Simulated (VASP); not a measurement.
A run of VASP 6.6.1 is set up as follows.

Contents of INCAR:

```
SYSTEM = Sn2GeO3
PREC = Normal
ENCUT = 520
EDIFF = 1E-5
ISMEAR = 0
SIGMA = 0.05
LREAL = Auto
LASPH = .TRUE.
NELM = 80
ALGO = Fast
ISIF = 3
LWAVE = .FALSE.
LCHARG = .FALSE.
GGA = PE
IBRION = 2
NSW = 110
EDIFFG = -0.03
ISYM = 0
KPAR = 4
```

Contents of KPOINTS:

```
Automatic mesh
0
G
  5 5 2
  0 0 0
```

POSCAR

```
Sn2GeO3
1.0
    3.8059261400      0.0262828200      0.0399763100
    0.0262828200      3.7594735200     -0.0575613000
    0.1541292500     -0.2219284500     14.7192997000
Sn Ge O
4 2 6
Direct
    0.0132315700      0.5085565900      0.5941356000
    0.5227704900      0.0241116400      0.7519957100
    0.4899348100      0.9977857800      0.4103356400
    0.9968832900      0.5159006100      0.2400087400
    0.9802304400      0.4985277100      0.9387762200
    0.4980803700      0.0114536100      0.0713608000
    0.4980880900      0.5029612700      0.6752196800
    0.0241660700      0.9925315100      0.6717635100
    0.4912905900      0.4995783700      0.0026912100
    0.9968058700      0.0059461700      0.0049371600
    0.0266949500      0.0027027700      0.3294851900
    0.4955381300      0.4842209800      0.3248161700
```

Potentials or basis: VASP PAW PBE potentials, release 64 (Sn_d, Ge_d, O).

Command:

```console
$ cat potpaw_PBE.64/Sn_d/POTCAR potpaw_PBE.64/Ge_d/POTCAR potpaw_PBE.64/O/POTCAR > POTCAR
$ mpirun -np 4 vasp_std > vasp.out
```

(1) Estimate the relaxed cell.

(2) Predict the relaxed volume.

(3) Estimate the space group after relaxing (to 0.05 Å).

Answers

(1) a = 4.151 Å, b = 3.521 Å, c = 14.657 Å, α = 90.15°, β = 89.72°, γ = 90.00°.

(2) 17.85 Å³/atom.

(3) Pm (No. 6).
